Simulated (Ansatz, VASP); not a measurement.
**HfIn4SiO6 in VASP and in Ansatz**

```xyz
12
Lattice="2.7693 -4.7956 0.0046 2.7693 4.7956 0.0046 -1.8996 0.0000 7.5494" Properties=species:S:1:pos:R:3 pbc="T T T"
Hf    2.7693    2.8313    0.0046
In    1.8195    1.2335    3.7793
In    2.7693   -0.3656    0.0046
In    1.8195    4.4599    3.7793
In    1.8195   -2.0052    3.7793
Si    2.7693   -3.5627    0.0046
O    -1.1573   -0.1833    6.5436
O     4.7963   -0.1833    1.0149
O     1.7265   -2.2134    6.5485
O     1.9125   -2.2134    1.0100
O     1.5939    1.2985    1.0100
O     2.0451    1.2985    6.5485
```

Change from the starting cell: volume scaled by 1.06.

Alike in both runs: task single point; functional PBE; k mesh 6 × 6 × 4; occupations fermi-dirac, width 0.05 eV; no spin polarisation.

|  | VASP | Ansatz |
| --- | --- | --- |
| version | VASP 6.6.1 | Ansatz 0.2.0 |
| potentials or method | VASP PAW PBE potentials, release 64 (Hf_pv, In_d, Si, O) | Ansatz PAW |
| plane-wave cutoff (eV) | 520 | 420 |
| valence electrons in the cell | 102 | 118 |

|  | VASP | Ansatz | Ansatz less VASP |
| --- | --- | --- | --- |
| gap on the k mesh at the Fermi level (eV) | none | none | - |
| pressure (GPa) | -6.4 | -6.0 | +0.39 |
| largest component of the traceless stress (GPa) | 1.54 | 1.47 | -0.068 |
| rms of the force components (eV/Å) | 0.247 | 0.218 | -0.0283 |

Atom by atom the forces differ by 0.050 eV/Å (rms over components). A gap of «none» marks a metal or a gap that the smearing closes. With one functional, cell and mesh, what is left measures potentials, basis and numerics. The two sets of potentials don't hold the same shells in valence.

Caveats: the pressure holds a Pulay correction of +0.4 GPa for the finite cutoff (Ansatz). The runs have no spin-orbit coupling, so splittings on Hf are missing.
